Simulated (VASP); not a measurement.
A convergence study with VASP on InP (zinc blende): one setting is varied, all else stays as given below, so the limit is that of these other settings.

```
CELL_PARAMETERS angstrom
      0.00000     2.93500     2.93500
      2.93500     0.00000     2.93500
      2.93500     2.93500     0.00000
ATOMIC_POSITIONS crystal
  In 0.00000 0.00000 0.00000
  P  0.25000 0.25000 0.25000
```

All values below come from LDA (Ceperley-Alder, Perdew-Zunger), VASP's LDA PAW potentials (set 64) (plane waves; VASP). The tightest run used: 550 eV cut-off, 13×13×13 Monkhorst-Pack mesh, Gaussian smearing of 0.050 eV, potentials In_d P.

```tsv
setting	E (eV/atom)	pressure (GPa)	irreducible k-points
1×1×1 mesh	2.8745	54.05	1
2×2×2 mesh	-4.7801	-1.25	2
3×3×3 mesh	-4.6201	-0.69	4
4×4×4 mesh	-4.8341	-1.48	10
5×5×5 mesh	-4.8147	-1.46	10
```

### Question
These are the cheaper rows. Estimate the results at 13×13×13 mesh, and how far the last row shown lies from them.

### Answer

```csv
quantity,tightest run,last row shown is off by
E (eV/atom),-4.8350,0.0203
pressure (GPa),-1.47,0.01
```

Left out are rungs that failed or repeat a setting and relaxations that didn't move; long series are thinned to 24 rows.

The compound is InP in the zinc blende structure. The cell was not relaxed at this level.
